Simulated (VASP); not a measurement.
VASP input:

### POSCAR
```
YN
1.0
  0.0000000000   2.4400000000   2.4400000000
  2.4400000000   0.0000000000   2.4400000000
  2.4400000000   2.4400000000   0.0000000000
Y N
1 1
Cartesian
  0.0000000000   0.0000000000   0.0000000000
  2.4400000000   2.4400000000   2.4400000000
```

INCAR:
```
# general
SYSTEM  = YN
PREC    = Accurate
ENCUT   = 530
LREAL   = .FALSE.   # projection in real space or not
LASPH   = .TRUE.

# electronic loop
EDIFF   = 1E-6
NELM    = 100   # most electronic steps
ALGO    = Normal
LMAXMIX = 4   # l cut-off of mixed one-centre charges

# smearing
ISMEAR  = 0   # Gaussian
SIGMA   = 0.05

# functional
GGA     = PE   # PBE

# ions
IBRION  = 2
NSW     = 60   # most ionic steps
ISIF    = 3   # ions, shape and volume
EDIFFG  = -0.01   # ionic stop

# output
LWAVE   = .FALSE.
LCHARG  = .FALSE.
```

### KPOINTS
```
Automatic mesh
0
Gamma
8 8 8
0 0 0
```

POTCAR, in this order: Y_sv N (PBE.64 set). Program: vasp_std.

Q: Write an equivalent input for Quantum ESPRESSO's pw.x.

A: One equivalent input (not run):
```
&CONTROL
  calculation = 'vc-relax'
  pseudo_dir = './pseudo'
  outdir = './out'
  tprnfor = .true.
  tstress = .true.
  nstep = 60
  forc_conv_thr = 0.00039
/
&SYSTEM
  ibrav = 0
  nat = 2
  ntyp = 2
  ecutwfc = 84
  occupations = 'smearing'
  smearing = 'gaussian'
  degauss = 0.003675
  input_dft = 'pbe'
/
&ELECTRONS
  conv_thr = 7.3e-08
  electron_maxstep = 100
/
&IONS
/
&CELL
/
ATOMIC_SPECIES
  Y 88.906 Y.upf
  N 14.007 N.upf
CELL_PARAMETERS angstrom
     0.0000000    2.4400000    2.4400000
     2.4400000    0.0000000    2.4400000
     2.4400000    2.4400000    0.0000000
ATOMIC_POSITIONS crystal
  Y    0.0000000  0.0000000  0.0000000
  N    0.5000000  0.5000000  0.5000000
K_POINTS automatic
  8 8 8 0 0 0
```
What does not carry over: the potentials are each code's own (VASP's PAW set, PseudoDojo norm-conserving files in pw.x), so ENCUT and ecutwfc are chosen apart and not converted; conv_thr bounds pw.x's estimated SCF error, while EDIFF bounds the energy change between steps; forc_conv_thr acts on force components and is met together with etot_conv_thr.

The compound is YN in the rock salt structure. This run relaxes it. Symmetry was kept, so distortions that lower it aren't found.
